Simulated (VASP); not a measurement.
The system is Al3Si2F.

```
Al Si F
1.0
     3.10400    0.00000    0.00000
     0.00000    4.14700    0.00000
     0.00000    0.00000    7.26800
Al Si F
3 2 1
Direct
  0.50000 0.50000 0.87218
  0.50000 0.50000 0.25083
  0.50000 0.00000 0.58379
  0.00000 0.00000 0.93850
  0.00000 0.50000 0.54692
  0.50000 0.00000 0.30793
```

The cell was built by a generator and needn't be a form met in nature.

* Program: VASP 6.6.1
* Task: relaxation of cell and atoms
* Functional: PBE
* Potentials or basis: VASP PAW PBE potentials, release 64 (Al, Si, F)
* Cutoff: 520 eV
* k mesh: 10 × 8 × 4
* Occupations: gaussian, width 0.1 eV
* Spin: no spin polarisation

At the start: pressure 0.8 GPa; volume 15.59 Å³/atom.

Task: How do energy, volume and symmetry change on relaxing?

Result: Over 44 steps the energy falls by 63.9 meV/atom and the volume is 15.97 Å³/atom (+2.4 %); space group Pmm2 (No. 25, to 0.05 Å).

The path:
| step | energy change (eV) | largest force (eV/Å) | pressure (GPa) | volume (Å³) |
| --- | --- | --- | --- | --- |
| 1 | 0.0000 | 0.2856 | 0.85 | 93.56 |
| 3 | -0.1810 | 0.3220 | -3.10 | 96.29 |
| 5 | -0.2611 | 0.2866 | -0.33 | 92.53 |
| 7 | -0.2642 | 0.2771 | 0.37 | 91.75 |
| 9 | -0.2760 | 0.2463 | 0.50 | 91.70 |
| 11 | -0.2039 | 1.3430 | 2.78 | 92.64 |
| 13 | -0.3006 | 0.1840 | 1.13 | 92.24 |
| 15 | -0.3061 | 0.1500 | 0.03 | 93.62 |
| 17 | -0.3116 | 0.1046 | -0.38 | 93.78 |
| 19 | -0.3157 | 0.0952 | 0.69 | 92.59 |
| 21 | -0.3219 | 0.1029 | 0.72 | 92.62 |
| 23 | -0.3353 | 0.1866 | 0.87 | 92.74 |
| 25 | -0.3467 | 0.2729 | -0.76 | 95.06 |
| 27 | -0.3651 | 0.2006 | 0.06 | 95.20 |
| 29 | -0.3739 | 0.0801 | -0.09 | 95.47 |
| 31 | -0.3769 | 0.0767 | 0.47 | 95.13 |
| 33 | -0.3806 | 0.1167 | -0.32 | 96.31 |
| 35 | -0.3812 | 0.1045 | -0.17 | 96.05 |
| 37 | -0.3822 | 0.0708 | -0.09 | 96.02 |
| 39 | -0.3832 | 0.0199 | 0.05 | 95.80 |
| 41 | -0.3832 | 0.0257 | 0.05 | 95.77 |
| 43 | -0.3833 | 0.0132 | -0.04 | 95.89 |
| 44 | -0.3833 | 0.0089 | -0.01 | 95.84 |

Final structure:
```
Al Si F
1.0
     2.82074    0.00000    0.00000
     0.00000    4.41801    0.00000
     0.00000    0.00000    7.69067
Al Si F
3 2 1
Direct
  0.50000 0.50000 0.92223
  0.50000 0.50000 0.27083
  0.50000 0.00000 0.55969
  0.00000 0.00000 0.86627
  0.00000 0.50000 0.57061
  0.50000 0.00000 0.31051
```
